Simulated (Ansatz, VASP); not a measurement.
# Sr16La32HS64 (H turning about S): VASP beside Ansatz

Wanted: the spread between two codes on one cell, functional and k mesh. The Ansatz run is a path of several images between two structures; VASP solves its first image, and the two are compared there.

Method: plane waves, with VASP 6.6.1 beside it; single point at PBEsol, in Ansatz 0.2.0.

## (1) Set-up

The cell holds 113 atoms: 16 Sr, 32 La, 64 S and 1 H. Cell: a = 15.020 Å, b = 15.020 Å, c = 15.020 Å, α = 109.4°, β = 109.4°, γ = 109.7°. It derives from SrLa2S4 (SrLa2S4 (I-42d)). Nearest the centre at fractional (0.470, 0.476, 0.610): S62 at 0.73 Å, H113 at 1.41 Å, La31 at 2.44 Å, S112 at 2.87 Å, S51 at 2.92 Å, La48 at 2.93 Å, Sr3 at 3.23 Å, La22 at 3.26 Å. The cell carries charge +1.

## (2) Ansatz: path of images, PBEsol

Ansatz runs on its default PAW (the set named soft_2) files.

With cell and atoms fixed, the geometry can't cause a difference; cores, projectors, grids and the points listed under the comparison can.

input.yaml

```yaml
crystal:
  lattice:
    - [-8.68134836, 8.68134836, 8.65211018]
    - [8.68134836, -8.68134836, 8.65211018]
    - [8.68134836, 8.68134836, -8.65211018]
  atoms:
    - { symbol: Sr, position: [0.24951797, 0.24938544, 0.00061033] }
    - { symbol: Sr, position: [0.12415303, 0.37367834, 0.24882796] }
    - { symbol: La, position: [0.00192029, 0.31207673, 0.43929869] }
    - { symbol: La, position: [0.43784885, 0.49753149, 0.31060507] }
    - { symbol: La, position: [0.37274053, 0.06237613, 0.06026024] }
    - { symbol: La, position: [0.18731719, 0.12687552, 0.18978115] }
    - { symbol: S, position: [0.0587608, 0.18287619, 0.0470459] }
    - { symbol: S, position: [0.38727719, 0.26131507, 0.20314447] }
    - { symbol: S, position: [0.31713479, 0.36365074, 0.37672683] }
    - { symbol: S, position: [0.23838601, 0.44087221, 0.12648591] }
    - { symbol: S, position: [0.13621576, 0.0119865, 0.4527152] }
    - { symbol: S, position: [0.4881541, 0.44068079, 0.1249928] }
    - { symbol: S, position: [0.31673129, 0.11502863, 0.37586747] }
    - { symbol: S, position: [0.05834298, 0.18362288, 0.29698672] }
    - { symbol: Sr, position: [0.24709136, 0.24851576, 0.4994113] }
    - { symbol: Sr, position: [0.12317431, 0.37422876, 0.74993784] }
    - { symbol: La, position: [0.0020662, 0.31230838, 0.93982806] }
    - { symbol: La, position: [0.43183408, 0.49490668, 0.81587652] }
    - { symbol: La, position: [0.37284258, 0.06330716, 0.5607325] }
    - { symbol: La, position: [0.18698228, 0.12675821, 0.68985867] }
    - { symbol: S, position: [0.05910368, 0.18406143, 0.5476679] }
    - { symbol: S, position: [0.3863949, 0.26265799, 0.70320574] }
    - { symbol: S, position: [0.31427073, 0.36268922, 0.8776253] }
    - { symbol: S, position: [0.24031859, 0.44222516, 0.62623485] }
    - { symbol: S, position: [0.13651891, 0.01146638, 0.95260222] }
    - { symbol: S, position: [0.48973512, 0.44246541, 0.62674764] }
    - { symbol: S, position: [0.31598202, 0.11327626, 0.87494272] }
    - { symbol: S, position: [0.05839651, 0.18397134, 0.79740035] }
    - { symbol: Sr, position: [0.24919993, 0.74985734, 0.00062062] }
    - { symbol: Sr, position: [0.12496558, 0.87522921, 0.25038771] }
    - { symbol: La, position: [0.00237185, 0.81245132, 0.43965555] }
    - { symbol: La, position: [0.43727836, 0.99763941, 0.31100068] }
    - { symbol: La, position: [0.37206226, 0.56311806, 0.0628964] }
    - { symbol: La, position: [0.18673748, 0.62738003, 0.1899925] }
    - { symbol: S, position: [0.05861871, 0.68389434, 0.04726915] }
    - { symbol: S, position: [0.3865608, 0.76184524, 0.20335202] }
    - { symbol: S, position: [0.31619152, 0.86428182, 0.37612953] }
    - { symbol: S, position: [0.23905665, 0.94178193, 0.12638833] }
    - { symbol: S, position: [0.13610067, 0.51140259, 0.45192353] }
    - { symbol: S, position: [0.48820914, 0.94081779, 0.12512392] }
    - { symbol: S, position: [0.31537928, 0.61336633, 0.37460732] }
    - { symbol: S, position: [0.05878262, 0.68415054, 0.29724134] }
    - { symbol: Sr, position: [0.25001392, 0.75108436, 0.50038936] }
    - { symbol: Sr, position: [0.1260835, 0.87536618, 0.7500384] }
    - { symbol: La, position: [0.00349969, 0.81296352, 0.94057646] }
    - { symbol: La, position: [0.43776732, 0.99787348, 0.81035174] }
    - { symbol: La, position: [0.36760863, 0.56236725, 0.55513169] }
    - { symbol: La, position: [0.18794653, 0.62725, 0.69023665] }
    - { symbol: S, position: [0.0604705, 0.68388145, 0.54741458] }
    - { symbol: S, position: [0.3879436, 0.76109183, 0.70338176] }
    - { symbol: S, position: [0.31669211, 0.86344539, 0.87586943] }
    - { symbol: S, position: [0.23901786, 0.94187463, 0.62578132] }
    - { symbol: S, position: [0.13618533, 0.51187668, 0.95327549] }
    - { symbol: S, position: [0.48822271, 0.9411428, 0.62463176] }
    - { symbol: S, position: [0.31515256, 0.61298113, 0.87552315] }
    - { symbol: S, position: [0.05916993, 0.68407665, 0.79738599] }
    - { symbol: Sr, position: [0.7500148, 0.24952319, -0.00035109] }
    - { symbol: Sr, position: [0.62562375, 0.37490687, 0.24922874] }
    - { symbol: La, position: [0.50383962, 0.31052457, 0.43670855] }
    - { symbol: La, position: [0.93747344, 0.49737878, 0.30925774] }
    - { symbol: La, position: [0.87227226, 0.06143749, 0.05943255] }
    - { symbol: La, position: [0.68821723, 0.12711715, 0.1895356] }
    - { symbol: S, position: [0.55945517, 0.18298797, 0.04718195] }
    - { symbol: S, position: [0.8867127, 0.26049041, 0.20182678] }
    - { symbol: S, position: [0.81636015, 0.36291909, 0.37462754] }
    - { symbol: S, position: [0.7382368, 0.44087613, 0.12464266] }
    - { symbol: S, position: [0.63618007, 0.01214974, 0.45291315] }
    - { symbol: S, position: [0.98795006, 0.44062102, 0.1245388] }
    - { symbol: S, position: [0.81562404, 0.11262063, 0.37395306] }
    - { symbol: S, position: [0.55916867, 0.18397299, 0.29731204] }
    - { symbol: Sr, position: [0.7507641, 0.24971899, 0.50004509] }
[... 14 lines left out ...]
    - { symbol: Sr, position: [0.75184741, 0.74958192, 0.00156046] }
    - { symbol: Sr, position: [0.62518164, 0.87503737, 0.25094082] }
    - { symbol: La, position: [0.5020762, 0.8126836, 0.439759] }
    - { symbol: La, position: [0.93699206, 0.99735541, 0.31005492] }
    - { symbol: La, position: [0.87290433, 0.56238881, 0.06043145] }
    - { symbol: La, position: [0.68721499, 0.62689609, 0.18973201] }
    - { symbol: S, position: [0.55798941, 0.68339199, 0.04745168] }
    - { symbol: S, position: [0.88673667, 0.76094432, 0.20277389] }
    - { symbol: S, position: [0.8160486, 0.86330998, 0.37524192] }
    - { symbol: S, position: [0.73750034, 0.93950737, 0.12428769] }
    - { symbol: S, position: [0.63739543, 0.51176358, 0.45205452] }
    - { symbol: S, position: [0.98784157, 0.94031514, 0.12413287] }
    - { symbol: S, position: [0.81625075, 0.61288393, 0.37420574] }
    - { symbol: S, position: [0.55841403, 0.68408841, 0.29778481] }
    - { symbol: Sr, position: [0.7505693, 0.75054315, 0.4988407] }
    - { symbol: Sr, position: [0.62576181, 0.87625995, 0.7484902] }
    - { symbol: La, position: [0.5010745, 0.8142264, 0.94320042] }
    - { symbol: La, position: [0.93795049, 0.99799493, 0.81012043] }
    - { symbol: La, position: [0.87464355, 0.56163895, 0.55884746] }
    - { symbol: La, position: [0.69583407, 0.62985391, 0.68682832] }
    - { symbol: S, position: [0.55886909, 0.68251496, 0.54798611] }
    - { symbol: S, position: [0.88977757, 0.76204523, 0.70145647] }
    - { symbol: S, position: [0.81540141, 0.86207153, 0.87362117] }
    - { symbol: S, position: [0.73846129, 0.9406936, 0.6249344] }
    - { symbol: S, position: [0.63480636, 0.51172256, 0.95184321] }
    - { symbol: S, position: [0.98828915, 0.94077671, 0.62432243] }
    - { symbol: S, position: [0.81496696, 0.61301213, 0.87295924] }
    - { symbol: S, position: [0.55913553, 0.68223759, 0.79716804] }
    - { symbol: H, position: [0.53077057, 0.56231987, 0.7182759] }
total_charge: 1
basis:
  ecutwfc: 420
  xc_grid: 2
hamiltonian:
  xc: pbesol
kpoints:
  mp_grid: { grid: [1, 1, 1], shift: [0.25, 0.25, 0.25] }
scf:
  occupations: { method: fixed }
  max_iter: 120
output:
  forces: true
neb:
  images: 3
  f_tol: 0.04
  climbing: true
  initial_path: idpp
  max_iterations: 45
  order_check: false
  final_atoms:
    - { symbol: Sr, position: [0.2502238, 0.25001153, 0.00125353] }
    - { symbol: Sr, position: [0.12323554, 0.37563565, 0.2495647] }
    - { symbol: La, position: [0.00228285, 0.31239235, 0.43929811] }
    - { symbol: La, position: [0.44085732, 0.50119107, 0.31098293] }
[... 7 atom lines left out ...]
    - { symbol: S, position: [0.48827501, 0.44105023, 0.12522379] }
    - { symbol: S, position: [0.31681099, 0.11509909, 0.37551456] }
[... 1 atom line left out ...]
    - { symbol: Sr, position: [0.24443761, 0.24434065, 0.50001415] }
    - { symbol: Sr, position: [0.12444626, 0.37437404, 0.74996861] }
    - { symbol: La, position: [0.00268412, 0.31238374, 0.94020011] }
    - { symbol: La, position: [0.43502008, 0.49826209, 0.81243991] }
[... 1 atom line left out ...]
    - { symbol: La, position: [0.18743352, 0.1269108, 0.69068872] }
[... 1 atom line left out ...]
    - { symbol: S, position: [0.38670593, 0.26207761, 0.70276607] }
    - { symbol: S, position: [0.31576341, 0.36358674, 0.87646782] }
[... 7 atom lines left out ...]
    - { symbol: La, position: [0.00158767, 0.81230403, 0.43952856] }
    - { symbol: La, position: [0.43721241, 0.99590115, 0.30966046] }
    - { symbol: La, position: [0.37215823, 0.56244998, 0.06086667] }
[... 3 atom lines left out ...]
    - { symbol: S, position: [0.31610951, 0.86403435, 0.37567229] }
[... 7 atom lines left out ...]
    - { symbol: La, position: [0.00168909, 0.81121481, 0.93913833] }
[... 1 atom line left out ...]
    - { symbol: La, position: [0.37113802, 0.57121646, 0.56358037] }
    - { symbol: La, position: [0.18633039, 0.62745897, 0.690326] }
[... 1 atom line left out ...]
    - { symbol: S, position: [0.38635065, 0.7639674, 0.70338636] }
    - { symbol: S, position: [0.31598893, 0.86359566, 0.8756586] }
[... 1 atom line left out ...]
    - { symbol: S, position: [0.13662812, 0.51155296, 0.95327107] }
[... 1 atom line left out ...]
    - { symbol: S, position: [0.3150666, 0.61280477, 0.87425287] }
    - { symbol: S, position: [0.05845009, 0.68364802, 0.79705006] }
    - { symbol: Sr, position: [0.75013681, 0.25004135, 1.81e-06] }
    - { symbol: Sr, position: [0.62563637, 0.37510914, 0.24916972] }
    - { symbol: La, position: [0.50772464, 0.30747909, 0.43641582] }
    - { symbol: La, position: [0.93695483, 0.49796019, 0.3098725] }
[... 1 atom line left out ...]
    - { symbol: La, position: [0.68803324, 0.12653455, 0.18894869] }
[... 6 atom lines left out ...]
    - { symbol: S, position: [0.81630373, 0.11272511, 0.373977] }
[... 1 atom line left out ...]
    - { symbol: Sr, position: [0.75204362, 0.24916181, 0.50034216] }
[... 2 atom lines left out ...]
    - { symbol: La, position: [0.93776609, 0.49717657, 0.8101259] }
[... 4 atom lines left out ...]
    - { symbol: S, position: [0.81648682, 0.36336954, 0.87544104] }
[... 8 atom lines left out ...]
    - { symbol: La, position: [0.9362884, 0.99663714, 0.30927712] }
    - { symbol: La, position: [0.87225515, 0.5623944, 0.05977677] }
[... 2 atom lines left out ...]
    - { symbol: S, position: [0.88601304, 0.76087935, 0.20180659] }
[... 4 atom lines left out ...]
    - { symbol: S, position: [0.81523176, 0.61280815, 0.37426376] }
[... 3 atom lines left out ...]
    - { symbol: La, position: [0.50212991, 0.81281772, 0.93998424] }
[... 3 atom lines left out ...]
    - { symbol: S, position: [0.55866104, 0.68344864, 0.547536] }
    - { symbol: S, position: [0.88733195, 0.76119198, 0.70205976] }
    - { symbol: S, position: [0.81591123, 0.86296056, 0.87475425] }
[... 1 atom line left out ...]
    - { symbol: S, position: [0.63493336, 0.51115876, 0.95066602] }
[... 1 atom line left out ...]
    - { symbol: S, position: [0.8139221, 0.61172392, 0.87232135] }
    - { symbol: S, position: [0.55717298, 0.68234775, 0.79578502] }
    - { symbol: H, position: [0.40218142, 0.40204425, 0.50016196] }
```

Run with:

```sh
> ansatz run input.yaml --threads 32 --pin off --max-ram 84787MiB --backend cuda --events-out ev --progress --plain --runs-dir out --max-vram 78GiB
```

Numbers of over 12 decimals in the logs are rounded to 6 here.

Output:

```text
Warning: neb: disabling space-group detection — the band's intermediate images generally break the endpoint symmetry, so the full k-mesh is solved, and no spatial operation symmetrises the density, except that a semilocal band can use its path's symmetry ahead of convergence
Engine: ansatz 0.2.0, aarch64-unknown-linux-gnu
Pseudopotentials: kind: paw
Pseudopotential: Sr, paw, valence charge 10, recommended cutoff 420 eV (normal), Sr.paw.azcp
Pseudopotential: La, paw, valence charge 11, recommended cutoff 420 eV (normal), La.paw.azcp
Pseudopotential: S, paw, valence charge 6, recommended cutoff 420 eV (normal), S.paw.azcp
Pseudopotential: H, paw, valence charge 1, recommended cutoff 420 eV (normal), H.paw.azcp
Functional definition: PBEsol
  exchange = pbesol_x
  correlation = pbesol_c
parallel-image band execution: 3 concurrent image workers
NEB image 0
[...]
Crystal: 113 atoms, lattice volume = 2608.293 Å³
Basis set: ecut = 420 eV, 50805 PW (Γ), exchange–correlation on 216×216×216 points (8 copies of the dense FFT grid, shifted against one another)
Bands: 561, of which v1, the nominal top of the filled ones, is band 448 counted from 1 (447 counted from 0)
Symmetry: 1 space group operations
k-points: 1
Non-local potential: Sr, projectors of the file, l = 0: 3, l = 1: 2, l = 2: 2
Non-local potential: La, projectors of the file, l = 0: 3, l = 1: 2, l = 2: 2, l = 3: 3
Non-local potential: S, projectors of the file, l = 0: 2, l = 1: 2, l = 2: 2
Non-local potential: H, projectors of the file, l = 0: 2, l = 1: 1
PAW form: soft (Blöchl's): semilocal exchange-correlation on the pseudo side does not see the compensation charge
PAW frozen core: Sr, regenerated for the run's functional, and the local potential with it (the file was generated under x = pbe(κ = 0.804, μ = 0.219515), c = pbe(β = 0.066725))
PAW frozen core: La, regenerated for the run's functional, and the local potential with it (the file was generated under x = pbe(κ = 0.804, μ = 0.219515), c = pbe(β = 0.066725))
PAW frozen core: S, regenerated for the run's functional, and the local potential with it (the file was generated under x = pbe(κ = 0.804, μ = 0.219515), c = pbe(β = 0.066725))
PAW one-centre angular grid: Sr, 110 points (default); XC on 64 Gauss nodes
PAW one-centre angular grid: La, 590 points (default); XC on 64 Gauss nodes
PAW one-centre angular grid: S, 110 points (default); XC on 64 Gauss nodes
PAW one-centre angular grid: H, 110 points (default); XC on 64 Gauss nodes
Initial density: superposition of atomic densities (neutral atoms scaled as one to the charged cell's electrons: chi_scale 0, normalization atom), corrected by the library's trained network
Initial wavefunctions: pseudopotential atomic-orbital guess
[...]
Functional: x = pbesol(κ = 0.804, μ = 0.123457), c = pbesol(β = 0.046)
SCF iter   1: F=—  HF=-309946.904751 eV  |F-HF|=—  |Δ(HF+E_count)|=         —  Δρ=5.58e-3  dr2=1.25e0  ethr=1.77e-3  ⟨swp⟩=6.0  Hψ=2116  notcnv=0  defer=99
preconditioner: auto → Resta (q_TF=auto, 2.283 Å⁻¹)  ε∞=4.4  [insulator: Δε(μ)=2.522 eV  Ē_g=11.106 eV  n_scr=530 (ndim 8)  ℏωp=20.6 eV  f_vac=0.000  ε∞_Penn≈4.4]
SCF iter   2: F=—  HF=-309946.664836 eV  |F-HF|=—  |Δ(HF+E_count)|=   2.40e-1  Δρ=2.06e-3  dr2=1.02e-1  ethr=1.39e-4  ⟨swp⟩=4.0  Hψ=866  notcnv=0  defer=111
[...]
SCF iter   8: F=-309946.666971 eV  HF=-309946.666971 eV  |F-HF|=1.05e-8  |Δ(HF+E_count)|=   1.31e-7  Δρ=9.99e-7  dr2=4.16e-8  ethr=1.12e-11  ⟨swp⟩=3.0  Hψ=2361  notcnv=0
SCF 1 converged in 8 iterations: F = -309946.666971 eV  dr2 = 4.16e-8
  greatest PAW one-centre occupation: 0.986 electrons in one spin orbital (limit 2), on the Sr atom at site 98 (counted from 0), in its partial waves of l = 0
[...]
NSCF: frozen V_eff on 1 k-points
NEB image 4
[...]
preconditioner: auto → Resta (q_TF=auto, 2.283 Å⁻¹)  ε∞=4.4  [insulator: Δε(μ)=2.525 eV  Ē_g=11.107 eV  n_scr=530 (ndim 8)  ℏωp=20.6 eV  f_vac=0.000  ε∞_Penn≈4.4]
[...]
SCF 2 converged in 8 iterations: F = -309946.703944 eV  dr2 = 4.25e-8
[...]
NSCF: frozen V_eff on 1 k-points
NEB end point (image 0): max|allowed force component| = 5.631e-3 eV/Å (the criterion of neb.relax_end_points is 1.000e-2)
[...]
SCF 3 converged in 8 iterations: F = -309946.202868 eV  dr2 = 4.46e-8
[...]
SCF 5 converged in 8 iterations: F = -309946.161117 eV  dr2 = 3.89e-8
[...]
SCF 7 converged in 8 iterations: F = -309945.633598 eV  dr2 = 2.71e-8
[...]
SCF 9 converged in 7 iterations: F = -309946.451905 eV  dr2 = 4.82e-8
[...]
SCF 11 converged in 7 iterations: F = -309946.434601 eV  dr2 = 3.56e-8
[...]
SCF 13 converged in 7 iterations: F = -309946.274235 eV  dr2 = 8.44e-9
[...]
SCF 15 converged in 6 iterations: F = -309946.474297 eV  dr2 = 6.42e-8
[...]
SCF 17 converged in 7 iterations: F = -309946.512278 eV  dr2 = 1.48e-8
[...]
SCF 19 converged in 7 iterations: F = -309946.401244 eV  dr2 = 2.09e-8
[...]
SCF 21 converged in 6 iterations: F = -309946.526825 eV  dr2 = 6.59e-8
[...]
SCF 23 converged in 7 iterations: F = -309946.550970 eV  dr2 = 1.89e-8
[...]
SCF 25 converged in 6 iterations: F = -309946.408592 eV  dr2 = 8.20e-8
[...]
SCF 27 converged in 5 iterations: F = -309946.540422 eV  dr2 = 2.38e-8
[...]
SCF 29 converged in 6 iterations: F = -309946.563681 eV  dr2 = 4.29e-8
[...]
SCF 31 converged in 5 iterations: F = -309946.412334 eV  dr2 = 6.59e-8
[...]
SCF converged after 5 iterations
[...]
- { symbol: S, position: [0.058919, 0.684206, 0.797396] }
    - { symbol: Sr, position: [0.750079, 0.249518, -0.000266849] }
    - { symbol: Sr, position: [0.625112, 0.374808, 0.249274] }
    - { symbol: La, position: [0.503169, 0.307803, 0.434996] }
    - { symbol: La, position: [0.936131, 0.497331, 0.308837] }
    - { symbol: La, position: [0.872000, 0.061505, 0.059224] }
    - { symbol: La, position: [0.687175, 0.125934, 0.188472] }
    - { symbol: S, position: [0.559153, 0.183284, 0.047162] }
    - { symbol: S, position: [0.886202, 0.260602, 0.201797] }
    - { symbol: S, position: [0.815707, 0.362740, 0.374617] }
    - { symbol: S, position: [0.737852, 0.440643, 0.124501] }
    - { symbol: S, position: [0.635986, 0.011331, 0.452636] }
    - { symbol: S, position: [0.988284, 0.440837, 0.125051] }
    - { symbol: S, position: [0.814992, 0.112188, 0.373497] }
    - { symbol: S, position: [0.559290, 0.183022, 0.296653] }
    - { symbol: Sr, position: [0.750629, 0.249331, 0.500160] }
    - { symbol: Sr, position: [0.632186, 0.374402, 0.755969] }
    - { symbol: La, position: [0.502311, 0.312300, 0.940248] }
    - { symbol: La, position: [0.938757, 0.497942, 0.810639] }
    - { symbol: La, position: [0.872276, 0.061651, 0.559962] }
    - { symbol: La, position: [0.687634, 0.125958, 0.689459] }
    - { symbol: S, position: [0.560058, 0.184893, 0.547894] }
    - { symbol: S, position: [0.886732, 0.260812, 0.702420] }
    - { symbol: S, position: [0.819196, 0.363739, 0.877148] }
    - { symbol: S, position: [0.738866, 0.441359, 0.625683] }
    - { symbol: S, position: [0.635532, 0.010347, 0.951257] }
    - { symbol: S, position: [0.987969, 0.440410, 0.624222] }
    - { symbol: S, position: [0.815642, 0.112256, 0.874054] }
    - { symbol: S, position: [0.559071, 0.184359, 0.797436] }
    - { symbol: Sr, position: [0.748450, 0.748069, -0.00196475] }
    - { symbol: Sr, position: [0.624391, 0.874340, 0.249746] }
    - { symbol: La, position: [0.501737, 0.812144, 0.439604] }
    - { symbol: La, position: [0.935574, 0.996358, 0.308775] }
    - { symbol: La, position: [0.873507, 0.563166, 0.061367] }
    - { symbol: La, position: [0.686803, 0.626660, 0.189206] }
    - { symbol: S, position: [0.557973, 0.683115, 0.046890] }
    - { symbol: S, position: [0.885687, 0.760948, 0.201612] }
    - { symbol: S, position: [0.815320, 0.862784, 0.374881] }
    - { symbol: S, position: [0.737249, 0.939341, 0.123572] }
    - { symbol: S, position: [0.636803, 0.511049, 0.453606] }
    - { symbol: S, position: [0.987747, 0.940324, 0.123988] }
    - { symbol: S, position: [0.814987, 0.612413, 0.374040] }
    - { symbol: S, position: [0.557907, 0.683441, 0.297670] }
    - { symbol: Sr, position: [0.749393, 0.749436, 0.498756] }
    - { symbol: Sr, position: [0.624361, 0.873556, 0.748887] }
    - { symbol: La, position: [0.501678, 0.811938, 0.939102] }
    - { symbol: La, position: [0.937772, 0.997983, 0.810146] }
    - { symbol: La, position: [0.873664, 0.561036, 0.558702] }
    - { symbol: La, position: [0.698550, 0.631894, 0.691159] }
    - { symbol: S, position: [0.557000, 0.679550, 0.547958] }
    - { symbol: S, position: [0.889318, 0.762079, 0.702032] }
    - { symbol: S, position: [0.816169, 0.862185, 0.874185] }
    - { symbol: S, position: [0.737558, 0.939199, 0.624692] }
    - { symbol: S, position: [0.635569, 0.511414, 0.952113] }
    - { symbol: S, position: [0.987908, 0.940672, 0.624221] }
    - { symbol: S, position: [0.816281, 0.613047, 0.874175] }
    - { symbol: S, position: [0.555656, 0.677634, 0.791065] }
    - { symbol: H, position: [0.507079, 0.525476, 0.637903] }
```

In the SCF lines HF is the Harris–Foulkes energy and dr2 the Hartree energy of the density residual, in eV; the loop may stop once dr2 is under the threshold and the program's other checks hold. Hψ counts applications of the Hamiltonian.

(Part 1 of 4 ends here.)

[Lines on the potential files, build, host, timing and source positions are cut from VASP's logs without a mark.]

[Logs are printed without paths, hosts, clocks, repeated set-up lines and the standing remarks that a program may print on its own settings, such as how far it seeks lower states.]

[Hosts, paths, dates, database ids (printed as entryN), source tags and the programs' standing remarks are cut or masked in the printed files.]
